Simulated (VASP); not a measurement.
Input of a VASP 6.6.1 run:

INCAR

```
ALGO = Normal
EDIFF = 1E-8
ENCUT = 600
GGA = CA
IBRION = 8
ISIF = 2
ISMEAR = 0
LASPH = True
LCHARG = False
LEPSILON = True
LREAL = False
LWAVE = False
NELM = 100
NSW = 1
PREC = Accurate
SIGMA = 0.02
```

File KPOINTS:

```
k-points
0
Gamma
  8 8 8
```

Contents of POSCAR:

```
BaZrO3
1.0
    4.1576600000      0.0000000000      0.0000000000
    0.0000000000      4.1576600000      0.0000000000
    0.0000000000      0.0000000000      4.1576600000
Ba Zr O
1 1 3
Direct
    0.0000000000      0.0000000000      1.0000000000
    0.5000000000      0.5000000000      0.5000000000
    0.5000000000      0.0000000000      0.5000000000
    0.5000000000      0.5000000000      1.0000000000
    0.0000000000      0.5000000000      0.5000000000
```

Potentials or basis: VASP PAW LDA potentials, release 64 (Ba_sv, Zr_sv, O).

Command:

```console
$ cat potpaw_LDA.64/Ba_sv/POTCAR potpaw_LDA.64/Zr_sv/POTCAR potpaw_LDA.64/O/POTCAR > POTCAR
$ mpirun -np 1 vasp_std > vasp.out
```

(1) Estimate the electronic dielectric tensor (diagonal).

(2) What does it give for the Born charges (mean of the diagonal)?

(3) What does it give for the band gap on the k mesh?

(4) Predict the highest phonon frequency at Γ, LO-TO splitting left out.

## Answers

(1) 4.93.

(2) Ba +2.73; Zr +6.11; O -2.95 e.

(3) 3.12 eV, indirect (least direct gap 3.31 eV).

(4) 524 cm⁻¹.

Caveat: spin-orbit coupling is left out, which moves the levels of the heavy elements.
